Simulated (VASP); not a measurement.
System: InSb (zinc blende type, first atom moved by 0.06 Å along [111]), 2 atoms in the cell.

```xyz
2
Lattice="0.0000 3.3200 3.3200 3.3200 0.0000 3.3200 3.3200 3.3200 0.0000" Properties=species:S:1:pos:R:3 pbc="T T T"
In    0.0346    0.0346    0.0346
Sb    1.6600    1.6600    1.6600
```

Code and potentials: VASP, In_d/Sb, 311 eV. Settings: k-mesh 4×4×4 Γ-centred; Fermi–Dirac smearing of 0.05 eV; no spin polarisation; no spin–orbit coupling. For HSE06: HFSCREEN = 0.208; HFRCUT = 0; PRECFOCK = Normal.

Plain PBE gives:

```
Pressure : 0.17 GPa
```

```csv
atom,Fx (eV/Å),Fy (eV/Å),Fz (eV/Å)
In1,-0.210,-0.210,-0.210
Sb2,0.210,0.210,0.210
```

Q: What changes under HSE06?

A: The pressure falls by 2.004 GPa to -1.835 GPa; the forces move by 7 meV/Å (rms):

| atom | Fx (eV/Å) | Fy (eV/Å) | Fz (eV/Å) |
| --- | --- | --- | --- |
| In1 | -0.214 | -0.214 | -0.214 |
| Sb2 | 0.214 | 0.214 | 0.214 |

VASP prints the stress at a fixed plane-wave basis, so it holds the Pulay stress of this cutoff.

The k-mesh is coarse, so these values belong to this mesh and can lie far from the converged ones. Potentials made with PBE were used with another functional (at least in: VASP, In_d/Sb, 311 eV (HSE06)).
